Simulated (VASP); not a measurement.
Computed with PBEsol GGA, VASP's PBE PAW potentials (set 64) (plane waves; VASP 6.6.1).

The input files of a VASP run:

File KPOINTS:
```
Automatic mesh
0
Gamma
5 5 5
0 0 0
```

File KPOINTS_OPT:
```
k-points along high-symmetry lines
12
Line-mode
Reciprocal
  0.000000   0.000000   0.000000 ! GAMMA
  0.500000   0.000000   0.000000 ! L

  0.500000   0.000000   0.000000 ! L
  0.500000  -0.500000   0.500000 ! T

  0.500000  -0.500000   0.500000 ! T
  0.359102  -0.640898   0.359102 ! P_0

  0.359102   0.359102   0.359102 ! P_2
  0.000000   0.000000   0.000000 ! GAMMA

  0.000000   0.000000   0.000000 ! GAMMA
  0.500000  -0.500000   0.000000 ! F
```

### INCAR
```
LASPH  =  .True.   ! aspherical one-centre terms
SIGMA  =  0.01   ! width (eV)
PREC  =  Accurate
NELM  =  100   ! most electronic steps
LCHARG  =  .False.
ENCUT  =  400   ! plane-wave cut-off (eV)
LMAXMIX  =  4   ! l cut-off of mixed one-centre charges
LWAVE  =  .False.
ISMEAR  =  0
GGA  =  PS   ! PBEsol
EDIFF  =  1E-6
ALGO  =  Normal
SYSTEM  =  SrNiF6
LREAL  =  .False.   ! projection in real space or not
ISIF  =  2   ! forces and stress, cell fixed
```

### POSCAR
```
SrNiF6
1.0
  3.6309870000   2.0963510000   2.2525880000
 -3.6309870000   2.0963510000   2.2525880000
  0.0000000000  -4.1927030000   2.2525880000
Sr Ni F
1 1 6
direct
  0.5000000000   0.5000000000   0.5000000000
  0.0000000000   0.0000000000   0.0000000000
  0.7221000000   0.7221000000   0.0679500000
  0.2779000000   0.2779000000   0.9320500000
  0.0679500000   0.7221000000   0.7221000000
  0.9320500000   0.2779000000   0.2779000000
  0.7221000000   0.0679500000   0.7221000000
  0.2779000000   0.9320500000   0.2779000000
```

POTCAR, in this order: Sr_sv Ni F (PBE.64 set). Program: vasp_std.

At this cut-off the stress carries a Pulay error, which pulls relaxed volumes low.

### Question
What does the run give for the energy per atom (σ→0), pressure, largest force, band gap (over mesh and band path)?

### Answer

- energy per atom (σ→0): -4879 meV/atom
- band gap (over mesh and band path): 1.12 eV
- pressure: -16.73 GPa
- largest force: 0.554 eV/Å

File OSZICAR:
```
...
DAV:  13    -0.390339430491E+02   -0.80073E-05   -0.14235E-04  2051   0.158E-01    0.284E-02
DAV:  14    -0.390339457891E+02   -0.27400E-05   -0.23841E-05  2071   0.939E-02    0.791E-03
DAV:  15    -0.390339458493E+02   -0.60154E-07   -0.72641E-06  1726   0.437E-02
   1 F= -.39033946E+02 E0= -.39033946E+02  d E =-.681851E-37
       N       E                     dE             ncg
       N       E                     dE             ncg
       N       E                     dE             ncg
       N       E                     dE             ncg
```

The structure comes from a computed database's SrNiF6 entry; how it stands against other phases isn't given here. The cell was not relaxed at this level. The run is not spin-polarised, so no magnetic state was tried.
